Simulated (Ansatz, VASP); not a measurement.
**One calculation of Mg3CdTe4, two programs**

```xyz
8
Lattice="4.5282 0.0213 -0.0343 -2.2456 4.0247 0.0349 -0.1118 0.0667 14.8799" Properties=species:S:1:pos:R:3 pbc="T T T"
Mg    2.2827    1.3556    7.4301
Mg    2.1835    1.3526   14.9112
Mg   -0.0596    0.0464    3.6243
Cd   -0.1050    0.0750   11.1378
Te    2.2135    1.3773    2.9141
Te    2.2178    1.4537   10.1480
Te    0.0233    0.0055    6.4315
Te   -0.2052    0.0734   13.8889
```

Change from the starting cell: cell x1, atoms moved at random (sigma 0.05 Å) and cell strained at random (1.5 %), then relaxed without symmetry.

Alike in both runs: task relaxation of cell and atoms; functional PBE; k mesh 3 × 3 × 1; occupations gaussian, width 0.1 eV; no spin polarisation.

|  | VASP | Ansatz |
| --- | --- | --- |
| version | VASP 6.6.1 | Ansatz 0.2.0 |
| potentials or method | VASP PAW PBE potentials, release 64 (Mg, Cd, Te) | scalar-relativistic, plane waves, PAW |
| plane-wave cutoff (eV) | 600 | 420 |
| valence electrons in the cell | 42 | 114 |

|  | VASP | Ansatz | Ansatz less VASP |
| --- | --- | --- | --- |
| gap on the k mesh at the Fermi level, each at its own relaxed structure (eV) | 1.55 | 1.56 | +0.007 |
| relaxed volume (Å³/atom) | 35.15 | 35.17 | +0.017 |
| relaxed cell length with the largest relative difference (Å) | 4.663 | 4.667 | +0.0039 |
| energy change over the relaxation (meV/atom) | -33 | -32 | +0.2 |

The two sets of potentials don't hold the same shells in valence.

Caveats: the k mesh is coarse (spacing up to 0.53 Å⁻¹), so the values aren't converged; spin-orbit coupling is left out, which moves the levels of the heavy elements.
